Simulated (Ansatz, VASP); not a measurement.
# Ge: VASP beside Ansatz

One calculation is typed for both programs; each brings its own data sets. How far apart do they land? The cell is taken from a series of runs on this material, whose earlier steps may have relaxed, scaled, displaced or heated it; both programs get it as it stands.

Calculated with Ansatz 0.2.0; plane waves, with VASP 6.6.1 beside it; single point at HSE06.

## Step 1: Set-up

Symmetry: Fd-3m, No. 227, cubic system. Conventional cell: a = 5.599 Å, b = 5.599 Å, c = 5.599 Å, α = 90.00°, β = 90.00°, γ = 90.00°. Nearest to Ge lie 4 Ge at 2.42 Å.

Structure file:

```cif
data_structure
_symmetry_space_group_name_H-M 'P 1'
_symmetry_Int_Tables_number 1
_cell_length_a 3.9590
_cell_length_b 3.9590
_cell_length_c 3.9590
_cell_angle_alpha 60.000
_cell_angle_beta 60.000
_cell_angle_gamma 60.000
_cell_volume 43.88
loop_
_atom_site_label
_atom_site_type_symbol
_atom_site_fract_x
_atom_site_fract_y
_atom_site_fract_z
_atom_site_occupancy
Ge1 Ge 0.50000 0.50000 0.50000 1
Ge2 Ge 0.75000 0.75000 0.75000 1
```

## Step 2: Ansatz: single point, HSE06

Ansatz runs on its PAW soft_1 files.

With cell and atoms fixed, the geometry can't cause a difference; cores, projectors, grids and the points listed under the comparison can.

File input.yaml:

```yaml
crystal:
  lattice:
    - [0.0, 2.7994633931, 2.7994633931]
    - [2.7994633931, 0.0, 2.7994633931]
    - [2.7994633931, 2.7994633931, 0.0]
  atoms:
    - { symbol: Ge, position: [0.5, 0.5, 0.5] }
    - { symbol: Ge, position: [0.75, 0.75, 0.75] }
kpoints:
  mp_grid: { grid: [6, 6, 6] }
scf:
  occupations: { method: fermi_dirac, width: 0.02 }
hamiltonian:
  xc: hse06
  pseudopotentials: { kind: paw, azcp: { folder: soft_1 } }
basis:
  ecutwfc: 600
output:
  forces: true
  stress: true
  write_density: true
  write_potential: true
  elf: true
  volumetric_format: npy
```

On the command line:

```bash
ansatz run input.yaml --threads 8 --pin off --max-ram 18432MiB --backend cpu --events-out ev --progress --plain --runs-dir out
```

Numbers of over 12 decimals in the logs are rounded to 6 here.

Log:

```text
Warning: output.stress: scf.convergence.dr2_threshold = 1e-7 eV (the SCF's general default) is looser than the 2e-10 eV advised for a printed stress (1e-10 eV for each atom of the cell: 2). What an SCF threshold leaves in a stress goes as its square root, and in the free energy as the threshold itself, and one threshold admits the most on a small cell: [figures from the program's tests cut] Set scf.convergence.dr2_threshold to 2e-10 eV or tighter. The threshold is an SCF's pass mark: one that does not reach it within its budget of iterations ends unconverged, or closes short of it on a stop that the run arms, and scf.convergence.dr2_threshold's page says what that costs each kind of run
Warning: output.stress: scf.exx.energy_threshold = 1e-6 eV is looser than the 2e-8 eV advised for a stress under a hybrid functional (1e-8 eV for each atom of the cell: 2). Every SCF of the exchange loop can meet its threshold on dr2 while the loop round them stops early: no threshold on dr2 bounds what that leaves in the stress. Set scf.exx.energy_threshold to 2e-8 eV or tighter. The threshold is the loop's pass mark: a loop that does not reach it within its budget of cycles ends unconverged, and scf.exx.energy_threshold's page has the law
Engine: ansatz 0.2.0, aarch64-unknown-linux-gnu
Pseudopotentials: kind: paw
Pseudopotential: Ge, paw, valence charge 14, recommended cutoff 420 eV (normal), soft_1/Ge.paw.azcp
Functional definition: HSE06
  parameter a = 0.25
  parameter omega = 0.11/bohr
  exchange = pbe_x - a*pbe_x_sr(omega) + a*exact_x_sr(omega)
  correlation = pbe_c
Crystal: 2 atoms, lattice volume = 43.879 Å³
Basis set: ecut = 600 eV, 1459 PW (Γ), exchange–correlation on 64×64×64 points (8 copies of the dense FFT grid, shifted against one another)
Bands: 18, of which v1, the nominal top of the filled ones, is band 14 counted from 1 (13 counted from 0)
Symmetry: 48 space group operations
Space group: Fd-3m (ITA 227), of the structure as read, at distance tolerance 3.5e-5 Å
k-points: 16 of 216
Non-local potential: Ge, projectors of the file, l = 0: 2, l = 1: 2, l = 2: 3, l = 3: 1
PAW form: soft (Blöchl's): semilocal exchange-correlation on the pseudo side does not see the compensation charge
PAW frozen core: Ge, regenerated for the run's functional, and the local potential with it (the file was generated under x = pbe(κ = 0.804, μ = 0.219515), c = pbe(β = 0.066725))
PAW one-centre angular grid: Ge, 590 points (default); XC on 64 Gauss nodes
Initial density: superposition of atomic densities (chi_scale 0.1, normalization cell)
Initial wavefunctions: pseudopotential atomic-orbital guess
Functional: x = pbe(κ = 0.804, μ = 0.219515), c = pbe(β = 0.066725), warm-up for x = pbe(κ = 0.804, μ = 0.219515) + 0.25 (exact − pbe) at short range (hse, ω = 0.207870 Å⁻¹), c = pbe(β = 0.066725); HSE06 as pw.x's `hse` composes it (authors' and Libxc's form: `xc: wpbeh`)
SCF iter   1: F=—  HF=-8589.887519 eV  |F-HF|=—  |Δ(HF+E_count)|=         —  Δρ=3.76e-2  dr2=4.88e-1  ethr=1.00e-1  ⟨swp⟩=4.8  Hψ=787  notcnv=0
preconditioner: auto → none  [insulator: Δε(μ)=0.226 eV  Ē_g=23.484 eV  σ=0.020 eV  W_gap=0.99  n_scr=14 (ndim 8)  ℏωp=29.7 eV  f_vac=0.000  D(μ)=0.01/eV (n_scr^D=0)]
SCF iter   2: F=—  HF=-8589.868049 eV  |F-HF|=—  |Δ(HF+E_count)|=   1.95e-2  Δρ=1.87e-2  dr2=1.02e-1  ethr=1.74e-3  ⟨swp⟩=4.1  Hψ=665  notcnv=0  defer=3
iter 3 solved again at ethr=3.01e-6 eV; its pass at ethr=3.66e-4 eV (dr2=8.44e-4 eV) is discarded
SCF iter   3: F=—  HF=-8589.870438 eV  |F-HF|=—  |Δ(HF+E_count)|=   2.39e-3  Δρ=1.62e-3  dr2=8.48e-4  ethr=3.01e-6  ⟨swp⟩=4.1  Hψ=1583  notcnv=0  defer=1
SCF iter   4: F=—  HF=-8589.869171 eV  |F-HF|=—  |Δ(HF+E_count)|=   1.27e-3  Δρ=1.22e-3  dr2=2.00e-4  ethr=3.01e-6  ⟨swp⟩=4.1  Hψ=933  notcnv=0  defer=1
SCF iter   5: F=-8589.869282 eV  HF=-8589.869283 eV  |F-HF|=4.94e-7  |Δ(HF+E_count)|=   1.12e-4  Δρ=1.02e-4  dr2=2.24e-6  ethr=7.16e-7  ⟨swp⟩=3.3  Hψ=595  notcnv=0
SCF 1 stopped early in 5 iterations: F = -8589.869282 eV  dr2 = 2.24e-6
  greatest PAW one-centre occupation: 0.998 electrons in one spin orbital (limit 2), on the Ge atom at site 1 (counted from 0), in its partial waves of l = 2
Initial density: handed on by an earlier stage of this run
Initial wavefunctions: those handed on with the density
Functional: x = pbe(κ = 0.804, μ = 0.219515) + 0.25 (exact − pbe) at short range (hse, ω = 0.207870 Å⁻¹), c = pbe(β = 0.066725); HSE06 as pw.x's `hse` composes it (authors' and Libxc's form: `xc: wpbeh`)
Exchange kernel: α = 0.2500, screened, ω = 0.2079 Å⁻¹, Wigner–Seitz truncation, v(0) = 1046.5859 eV·Å³, q-mesh 6×6×6, nearest image of the exchange supercell L = 23.75 Å, pair-density grid 20×20×20, without the augmentation charges, whose exchange is taken in its separable form by FFT convolution over the k-point mesh (sized by the pseudopotential files, 27×27×27 at the most), smooth part of the exact exchange by density-matrix convolution
Frozen-core exchange: fock
SCF iter   1: F=—  HF=-8591.690379 eV  |F-HF|=—  |Δ(HF+E_count)|=         —  Δρ=9.33e-3  dr2=1.26e-2  ethr=7.99e-8  ⟨swp⟩=7.2  Hψ=1515  notcnv=0
preconditioner: auto → none  [insulator: Δε(μ)=0.852 eV  Ē_g=26.987 eV  σ=0.020 eV  W_gap=1.00  n_scr=14 (ndim 8)  ℏωp=29.7 eV  f_vac=0.065  D(μ)=0.00/eV (n_scr^D=0)]
SCF iter   2: F=—  HF=-8591.673909 eV  |F-HF|=—  |Δ(HF+E_count)|=   1.65e-2  Δρ=2.10e-3  dr2=2.41e-3  ethr=7.99e-8  ⟨swp⟩=4.2  Hψ=1049  notcnv=0
SCF iter   3: F=—  HF=-8591.673184 eV  |F-HF|=—  |Δ(HF+E_count)|=   7.26e-4  Δρ=9.97e-4  dr2=7.92e-4  ethr=7.99e-8  ⟨swp⟩=4.2  Hψ=1036  notcnv=0
SCF iter   4: F=—  HF=-8591.682005 eV  |F-HF|=—  |Δ(HF+E_count)|=   8.82e-3  Δρ=7.21e-4  dr2=8.25e-5  ethr=7.99e-8  ⟨swp⟩=4.9  Hψ=1101  notcnv=0
SCF iter   5: F=—  HF=-8591.681945 eV  |F-HF|=—  |Δ(HF+E_count)|=   5.97e-5  Δρ=2.67e-4  dr2=1.90e-5  ethr=7.99e-8  ⟨swp⟩=3.0  Hψ=686  notcnv=0
SCF iter   6: F=—  HF=-8591.681925 eV  |F-HF|=—  |Δ(HF+E_count)|=   2.01e-5  Δρ=4.92e-5  dr2=1.22e-5  ethr=4.53e-8  ⟨swp⟩=3.0  Hψ=730  notcnv=0
SCF iter   7: F=-8591.682044 eV  HF=-8591.682048 eV  |F-HF|=3.84e-6  |Δ(HF+E_count)|=   1.22e-4  Δρ=1.17e-4  dr2=1.96e-6  ethr=2.00e-9  ⟨swp⟩=4.9  Hψ=1100  notcnv=0
SCF 2 stopped early in 7 iterations: F = -8591.682044 eV  dr2 = 1.96e-6
hybrid outer 1: dexx = +1.008e-2 eV, tail = 5.88e-5 eV
Exchange kernel: α = 0.2500, screened, ω = 0.2079 Å⁻¹, Wigner–Seitz truncation, v(0) = 1046.5859 eV·Å³, q-mesh 6×6×6, nearest image of the exchange supercell L = 23.75 Å, pair-density grid 20×20×20, without the augmentation charges, whose exchange is taken in its separable form by FFT convolution over the k-point mesh (sized by the pseudopotential files, 27×27×27 at the most), smooth part of the exact exchange by density-matrix convolution
Frozen-core exchange: fock
SCF iter   1: F=—  HF=-8591.682330 eV  |F-HF|=—  |Δ(HF+E_count)|=         —  Δρ=9.04e-5  dr2=1.60e-6  ethr=1.05e-6  ⟨swp⟩=3.8  Hψ=642  notcnv=0
preconditioner: auto → none  [insulator: Δε(μ)=0.925 eV  Ē_g=26.790 eV  σ=0.020 eV  W_gap=1.00  n_scr=14 (ndim 8)  ℏωp=29.7 eV  f_vac=0.065  D(μ)=0.00/eV (n_scr^D=0)]
SCF iter   2: F=—  HF=-8591.682330 eV  |F-HF|=—  |Δ(HF+E_count)|=   5.86e-7  Δρ=9.86e-6  dr2=1.02e-7  ethr=4.37e-9  ⟨swp⟩=4.0  Hψ=869  notcnv=0
SCF iter   3: F=—  HF=-8591.682331 eV  |F-HF|=—  |Δ(HF+E_count)|=   7.53e-7  Δρ=7.65e-6  dr2=1.66e-8  ethr=6.79e-11  ⟨swp⟩=4.1  Hψ=1030  notcnv=0
SCF iter   4: F=-8591.682331 eV  HF=-8591.682331 eV  |F-HF|=1.12e-9  |Δ(HF+E_count)|=   1.50e-8  Δρ=7.95e-7  dr2=1.71e-9  ethr=4.83e-11  ⟨swp⟩=3.0  Hψ=726  notcnv=0
SCF 3 converged in 4 iterations: F = -8591.682331 eV  dr2 = 1.71e-9
  Residual-converged pass: ⟨swp⟩=2.8  Hψ=509  notcnv=0  max |occ|·‖R‖ = 2.2e-6 eV (tolerance 2.4e-6 eV)  dr2=1.72e-9  dr2_onsite=1.55e-9  max |Δocc| = 1.3e-19
hybrid outer 2: dexx = +8.638e-7 eV, tail = 2.53e-8 eV, Δε = 4.34e-3 eV (about 1.37e-4 eV left of the loop's levels)
hybrid SCF converged: 2 outer / 11 inner (+5 warm-up), last move |dexx| = 8.64e-7 eV, tail = 2.53e-8 eV
Stability not checked: this state was not tested for a lower state beside it, because the functional holds exact exchange (a hybrid, or Hartree-Fock), whose exchange loop this test does not read (fock_operator; see scf.lower_state_search)
Free energy (F): -8591.682331 eV
Frozen-core exchange: fock
Harris-Foulkes:  -8591.682331 eV  (|F-HF|=1.12e-9)
Internal energy: -8591.682331 eV  (E = F + TS)
E sigma→0 (E₀):  -8591.682331 eV
Fermi energy:    9.108099 eV
--- Per-component energies (eV) ---
  E_band       = -365.567030
  E_kinetic    = 184.990170
  E_local      = -4456.682588  (includes V_loc(G=0)·N_el)
  E_nonlocal   = 434.955098
  E_hartree    = 2132.899789
  E_xc         = -115.789077
  E_vxc        = -104.989200  (∫ρ·V_xc dr)
  E_exx        = -109.167709  (= α·E_x^exact, valence–valence)
  E_paw        = -3946.757513  (= ΣΔE_a)
  E_vpaw       = -471.304312  (= ΣTr[D̂ρ^β])
  E_aug_tail   = 0.000002  (compensation charges beyond the density's cutoff)
  E_ewald      = -2715.399767
  E_core_change = -0.730735  (= ΣΔE_core)
  E_smearing   = -0.000000  (= −TS)
  E_closure    = -0.000001  (closes the sum)
  Σ components = -8591.682331   (vs F -8591.682331, Δ=1.82e-12)
--- Forces (eV/Å), atoms counted from 1 ---
  atom   1  Ge     0.00000000    -0.00000000     0.00000000
  atom   2  Ge     0.00000000     0.00000000     0.00000000
  max |Σ_I F_I| component: 6.48e-17 eV/Å
--- Stress (GPa, compression-positive) ---
        3.620054      -0.000000       0.000000
        0.000000       3.620054      -0.000000
        0.000000       0.000000       3.620054
  P = ⅓ Tr σ = 3.6201 GPa (36.201 kbar)
--- Band table (eV; the first three rows and the last of 16) ---
  k-point 0: bands = [... 10 lower, -5.6581, 8.6480, 8.6480, 8.6480, 9.8488, 11.8749]
  k-point 1: bands = [... 10 lower, -5.2740, 5.3704, 8.0772, 8.0772, 10.4523, 12.6334]
  k-point 2: bands = [... 10 lower, -4.2022, 1.9571, 7.3458, 7.3458, 9.8214, 13.1797]
  k-point 15: bands = [... 10 lower, -1.0972, -1.0972, 4.4406, 4.4406, 12.0262, 12.0262]
  guard bands above this table: 2 of the run's 18 bands. The solve was not asked for them (output.publish_guard_bands: true or output.eigenvalues: true publishes all)
```

The run ends at a pressure of 3.62 GPa.

## Step 3: VASP: single point, HSE06

The same cell, functional, mesh and smearing now go to VASP, with its own data sets.

Lines of VASP's logs that name or quote its potential files are left out, and so is its time.

The run reads the wave functions of an earlier VASP run, which isn't shown here.

File INCAR:

```
SYSTEM = Ge
PREC = Accurate
ENCUT = 410
EDIFF = 1E-06
NELM = 100
ISMEAR = -1
SIGMA = 0.02
LREAL = .FALSE.
ALGO = Normal
LHFCALC = .TRUE.
AEXX = 0.25
GGA = PE
HFSCREEN = 0.208
LASPH = .TRUE.
NBANDS = 20
PRECFOCK = Fast
LORBIT = 11
LWAVE = .FALSE.
LCHARG = .FALSE.
KPAR = 8
ISIF = 2
```

File POSCAR:

```
Ge
1.0
    0.0000000000      2.7994633931      2.7994633931
    2.7994633931      0.0000000000      2.7994633931
    2.7994633931      2.7994633931      0.0000000000
Ge
2
Direct
    0.5000000000      0.5000000000      0.5000000000
    0.7500000000      0.7500000000      0.7500000000
```

File KPOINTS:

```
Automatic mesh
0
Gamma
6 6 6
0 0 0
```

Potentials, in the order of the species: Ge_d (PBE family, release 64).

On the command line:

```bash
mpirun -np 8 vasp_std
```

Log:

```text
[banner, memory and clock lines left out]
running    8 mpi-ranks, on    1 nodes
 distrk:  each k-point on    1 cores,    8 groups
 distr:  one band on    1 cores,    1 groups

 POSCAR found type information on POSCAR Ge
 POSCAR found :  1 types and       2 ions
|                                                                             |
|           W    W    AA    RRRRR   N    N  II  N    N   GGGG   !!!           |
|           W    W   A  A   R    R  NN   N  II  NN   N  G    G  !!!           |
|           W    W  A    A  R    R  N N  N  II  N N  N  G       !!!           |
|           W WW W  AAAAAA  RRRRR   N  N N  II  N  N N  G  GGG   !            |
|           WW  WW  A    A  R   R   N   NN  II  N   NN  G    G                |
|           W    W  A    A  R    R  N    N  II  N    N   GGGG   !!!           |
|                                                                             |
|     For optimal performance we recommend to set                             |
|       NCORE = 2 up to number-of-cores-per-socket                            |
|     NCORE specifies how many cores store one orbital (NPAR=cpu/NCORE).      |
|     This setting can greatly improve the performance of VASP for DFT.       |
|     The default, NCORE=1 might be grossly inefficient on modern             |
|     multi-core architectures or massively parallel machines. Do your        |
|     Unfortunately you need to use the default for GW and RPA                |
|     calculations (for HF NCORE is supported but not extensively tested      |
|     yet).                                                                   |
|                                                                             |

 LDA part: xc-table for (Slater+PW92), standard interpolation
 found WAVECAR, reading the header
 POSCAR, INCAR and KPOINTS ok, starting setup
 FFT: planning ... GRIDC
 FFT: planning ... GRID_SOFT
 FFT: planning ... GRID
 reading WAVECAR
 the WAVECAR file was read successfully
 initial charge from wavefunction
 entering main loop
       N       E                     dE             d eps       ncg     rms          rms(c)
DAV:   1    -0.106337557753E+02   -0.10634E+02   -0.93542E-01   840   0.182E+01    0.937E-01
DAV:   2    -0.106296163795E+02    0.41394E-02   -0.45529E-02   800   0.312E+00    0.675E-01
DAV:   3    -0.106274611057E+02    0.21553E-02   -0.68773E-03   884   0.151E+00    0.458E-01
DAV:   4    -0.106271989460E+02    0.26216E-03   -0.74666E-04   784   0.457E-01    0.283E-01
DAV:   5    -0.106271169426E+02    0.82003E-04   -0.59280E-05   796   0.121E-01    0.171E-01
DAV:   6    -0.106270846130E+02    0.32330E-04   -0.94179E-06   792   0.400E-02    0.102E-01
DAV:   7    -0.106270703133E+02    0.14300E-04   -0.27226E-06   576   0.165E-02    0.604E-02
DAV:   8    -0.106270639344E+02    0.63788E-05   -0.10812E-06   524   0.883E-03    0.356E-02
DAV:   9    -0.106270613704E+02    0.25640E-05   -0.42596E-07   372   0.469E-03    0.209E-02
DAV:  10    -0.106270604524E+02    0.91806E-06   -0.14983E-07   368   0.321E-03
   1 F= -.10627060E+02 E0= -.10627060E+02  d E =-.246367E-11
```

Parts of OUTCAR (step 3):

```text
ion  position               nearest neighbor table
   1  0.500  0.500  0.500-   2 2.42   2 2.42   2 2.42   2 2.42
   2  0.750  0.750  0.750-   1 2.42   1 2.42   1 2.42   1 2.42

  LATTYP: Found a face centered cubic cell.
 ALAT       =     5.5989267862

 Subroutine GETGRP returns: Found 48 space group operations
 (whereof 24 operations were pure point group operations)

The static configuration has the point symmetry T_d .
 The point group associated with its full space group is O_h .

 Found     16 irreducible k-points:

   k-points           NKPTS =     16   k-points in BZ     NKDIM =    216   number of bands    NBANDS=     20

   dimension x,y,z NGX =    28 NGY =   28 NGZ =   28
   dimension x,y,z NGXF=    56 NGYF=   56 NGZF=   56

   ENCUT  =  410.0 eV  30.13 Ry    5.49 a.u.   6.54  6.54  6.54*2*pi/ulx,y,z

   NELECT =      28.0000    total number of electrons

 k-points in reciprocal lattice and weights: Automatic mesh
   0.00000000  0.00000000  0.00000000       0.005
   0.16666667  0.00000000  0.00000000       0.037
   0.33333333  0.00000000  0.00000000       0.037
   0.50000000  0.00000000  0.00000000       0.019
   0.16666667  0.16666667  0.00000000       0.028
   0.33333333  0.16666667  0.00000000       0.111
   0.50000000  0.16666667  0.00000000       0.111
  -0.33333333  0.16666667  0.00000000       0.111
  -0.16666667  0.16666667  0.00000000       0.056
[...]
-0.33333333  0.33333333  0.16666667       0.111
  -0.33333333  0.50000000  0.16666667       0.056

  exchange ACFDT corr.  =         0.00000000  see jH, gK, PRB 81, 115126

 average (electrostatic) potential at core
       1 -67.0174       2 -67.0174

 E-fermi :   5.4443

 k-point     1 :       0.0000    0.0000    0.0000
  band No.  band energies     occupation
    ...
     10     -22.7141      2.00000
     11      -9.3223      2.00000
     12       4.9881      2.00000
     13       4.9881      2.00000
     14       4.9881      2.00000
     15       6.2036      0.00000
     16       8.2225      0.00000
     17       8.2225      0.00000
     18       8.2225      0.00000
     19      12.2905      0.00000
    ...

 k-point     2 :       0.1667    0.0000    0.0000
  band No.  band energies     occupation
    ...
     10     -22.7015      2.00000
     11      -8.9379      2.00000
     12       1.7125      2.00000
     13       4.4177      2.00000
     14       4.4177      2.00000
     15       6.8018      0.00000
     16       8.9815      0.00000
     17       8.9815      0.00000
     18      10.1197      0.00000
     19      13.7947      0.00000
    ...

 k-point     3 :       0.3333    0.0000    0.0000
  band No.  band energies     occupation
    ...
     10     -22.6917      2.00000
     11      -7.8655      2.00000
     12      -1.7024      2.00000
     13       3.6865      2.00000
     14       3.6865      2.00000
     15       6.1690      0.00000
     16       9.5290      0.00000
     17       9.5290      0.00000
     18      13.1182      0.00000
     19      13.8594      0.00000
    ...

  Total        0.9028035      0.9028035      0.9028035     -0.0000000      0.0000000     -0.0000000
  in kB       32.9647240     32.9647240     32.9647240     -0.0000000      0.0000000     -0.0000000
  external PRESSURE =      32.9647240 kB  Pullay stress =       0.0000000 kB

  energy-cutoff  :      410.00
  volume of cell :       43.88
      direct lattice vectors                 reciprocal lattice vectors
     0.000000000  2.799463393  2.799463393    -0.178605658  0.178605658  0.178605658
     2.799463393  0.000000000  2.799463393     0.178605658 -0.178605658  0.178605658
     2.799463393  2.799463393  0.000000000     0.178605658  0.178605658 -0.178605658

 POSITION                                       TOTAL-FORCE (eV/Angst)
 -----------------------------------------------------------------------------------
      2.79946      2.79946      2.79946        -0.000000     -0.000000     -0.000000
      4.19920      4.19920      4.19920         0.000000      0.000000      0.000000
 -----------------------------------------------------------------------------------
    total drift:                                0.000002     -0.000000      0.000001

  FREE ENERGIE OF THE ION-ELECTRON SYSTEM (eV)
  ---------------------------------------------------
  free  energy   TOTEN  =       -10.6270604524 eV

  energy  without entropy=      -10.6270604524  energy(sigma->0) =      -10.62706045

 total charge
# of ion       s       p       d       tot
------------------------------------------
    1        1.109   1.331  10.033  12.473
    2        1.109   1.331  10.033  12.473
--------------------------------------------------
tot          2.217   2.663  20.065  24.945

[... 3 further parts left out ...]
```

The run ends at a pressure of 3.30 GPa.

## Step 4: Side by side

Known differences besides the potentials themselves: exact exchange at q = 0 is treated differently, which shows on coarse meshes; VASP keeps PBE cores, Ansatz makes them for the functional; the cutoff is 600 eV in Ansatz and 410 eV in VASP; VASP takes a coarser grid for exact exchange (PRECFOCK = Fast). Total energies have different zeros and are not compared.

The two programs side by side:

```
              quantity  Ansatz   VASP  difference
        pressure (GPa)    3.62   3.30       +0.32
gap on the k mesh (eV)   0.926  0.933      -0.007
```

A gap on the mesh is an upper bound, since the band edges may lie between its points.

## Step 5: Results

```
difference in gap on the k mesh (single point, HSE06) : -0.0069 eV
```

What this shows: The difference in gap on the k mesh is -0.0069 eV (single point, HSE06), within the 0.08 eV picked in this series as the mark of a large difference. How closely two codes agree says nothing of how well the functional describes the real material.

[Lines on the potential files, build, host, timing and source positions are cut from VASP's logs without a mark.]

[Logs are printed without paths, hosts, clocks, repeated set-up lines and the standing remarks that a program may print on its own settings, such as how far it seeks lower states.]

[Hosts, paths, dates, database ids (printed as entryN), source tags and the programs' standing remarks are cut or masked in the printed files.]
